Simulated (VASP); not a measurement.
All values below come from PBEsol GGA, VASP's PBE PAW potentials (set 64) (plane waves; VASP).

The input files of a VASP run:

**INCAR**
```
# general
SYSTEM  = Si2Mo
PREC    = Accurate
ENCUT   = 400   # plane-wave cut-off (eV)
LREAL   = .False.   # projection in real space or not
LASPH   = .True.
ICHARG  = 11   # fixed density

# electronic loop
EDIFF   = 1E-7   # SCF stop (eV)
NELM    = 100   # most electronic steps
ALGO    = Normal   # blocked Davidson
LMAXMIX = 4

# smearing
ISMEAR  = 0   # Gaussian
SIGMA   = 0.05   # width (eV)

# functional
GGA     = PS   # PBEsol

# output
LWAVE   = .False.
LCHARG  = .False.
LORBIT  = 11
```

KPOINTS:
```
k-points along high-symmetry lines
10
Line-mode
Reciprocal
  0.000000   0.000000   0.000000 ! GAMMA
  0.500000   0.000000   0.000000 ! M

  0.500000   0.000000   0.000000 ! M
  0.333333   0.333333   0.000000 ! K

  0.333333   0.333333   0.000000 ! K
  0.000000   0.000000   0.000000 ! GAMMA

  0.000000   0.000000   0.000000 ! GAMMA
  0.000000   0.000000   0.500000 ! A

  0.000000   0.000000   0.500000 ! A
  0.500000   0.000000   0.500000 ! L

  0.500000   0.000000   0.500000 ! L
  0.333333   0.333333   0.500000 ! H

  0.333333   0.333333   0.500000 ! H
  0.000000   0.000000   0.500000 ! A

  0.500000   0.000000   0.500000 ! L
  0.500000   0.000000   0.000000 ! M

  0.333333   0.333333   0.500000 ! H
  0.333333   0.333333   0.000000 ! K
```

POSCAR:
```
Si2Mo
1
    4.5757796347     0.0000000000     0.0000000000
   -2.2878898173     3.9627418943    -0.0000000000
    0.0000000000     0.0000000000     6.5641802978
Si Mo
6 3
Direct
  0.1641522517   0.8358477483   0.8333330000
  0.3283045034   0.1641522517   0.1666670000
  0.1641522517   0.3283045034   0.5000000000
  0.8358477483   0.1641522517   0.8333330000
  0.6716954966   0.8358477483   0.1666670000
  0.8358477483   0.6716954966   0.5000000000
  0.5000000000   1.0000000000   0.5000000000
  0.5000000000   0.5000000000   0.8333330000
  1.0000000000   0.5000000000   0.1666670000
```

POTCAR, in this order: Si Mo_sv (PBE.64 set). Program: vasp_std. Read from the step before: CHGCAR.

What VASP printed:

File OSZICAR:
```
       N       E                     dE             d eps       ncg     rms          rms(c)
DAV:   1     0.471723995490E+03    0.47172E+03   -0.32657E+04  7804   0.133E+03
DAV:   2    -0.514838339614E+02   -0.52321E+03   -0.51079E+03  8329   0.386E+02
DAV:   3    -0.744449746540E+02   -0.22961E+02   -0.22582E+02  8921   0.691E+01
DAV:   4    -0.749089247381E+02   -0.46395E+00   -0.46110E+00  8688   0.933E+00
DAV:   5    -0.749169857659E+02   -0.80610E-02   -0.80538E-02  8682   0.117E+00
DAV:   6    -0.749172047697E+02   -0.21900E-03   -0.21890E-03  8800   0.165E-01
DAV:   7    -0.749172111018E+02   -0.63320E-05   -0.63301E-05  8696   0.255E-02
DAV:   8    -0.749172113182E+02   -0.21649E-06   -0.21634E-06  7576   0.409E-03
DAV:   9    -0.749172113265E+02   -0.82437E-08   -0.93108E-08  5931   0.897E-04
   1 F= -.74917211E+02 E0= -.74916014E+02  d E =-.239382E-02
```

**OUTCAR**
```
 val. band max:       12.9397648549   @ k =   0.5000   0.0000   0.5000

 cond. band min:      12.9730039233   @ k =   0.5000   0.0000   0.0000



 k-point     1 :       0.0000    0.0000    0.0000
  band No.  band energies     occupation
      1     -48.1020      2.00000
      2     -48.0703      2.00000
      3     -48.0702      2.00000
      4     -22.3874      2.00000
      5     -22.3837      2.00000
      6     -22.3836      2.00000
      7     -22.3728      2.00000
      8     -22.3727      2.00000
      9     -22.2821      2.00000
     10     -22.2237      2.00000
     11     -22.2236      2.00000
     12     -22.2049      2.00000
     13      -1.1834      2.00000
     14       1.9177      2.00000
     15       1.9177      2.00000
     16       5.5600      2.00000
     17       6.2804      2.00000
     18       6.2805      2.00000
     19       6.8446      2.00000
     20       6.8447      2.00000
     21       7.6591      2.00000
     22       7.9467      2.00000
     23       7.9467      2.00000
     24       8.2823      2.00000
     25       9.2143      2.00000
     26       9.2143      2.00000
     27       9.6466      2.00000
     28       9.6467      2.00000
     29       9.8859      2.00000
     30       9.8860      2.00000
     31      10.1860      2.00000
     32      10.8052      2.00000
     33      12.0898      2.00000
     34      14.9390      0.00000
     35      15.3075      0.00000
     36      15.3133      0.00000
     37      15.4492      0.00000
     38      15.4611      0.00000
     39      15.7092      0.00000

 k-point     2 :       0.0556    0.0000    0.0000
  band No.  band energies     occupation
      1     -48.1018      2.00000
      2     -48.0704      2.00000
      3     -48.0702      2.00000
      4     -22.3960      2.00000
      5     -22.3858      2.00000
      6     -22.3777      2.00000
      7     -22.3716      2.00000
      8     -22.3708      2.00000
      9     -22.2819      2.00000
     10     -22.2250      2.00000
...
```

The density is held fixed in this step, so its total energy and stress have no physical meaning.

The structure comes from a computed database's Si2Mo entry (P6_222); how it stands against other phases isn't given here. It was relaxed first.
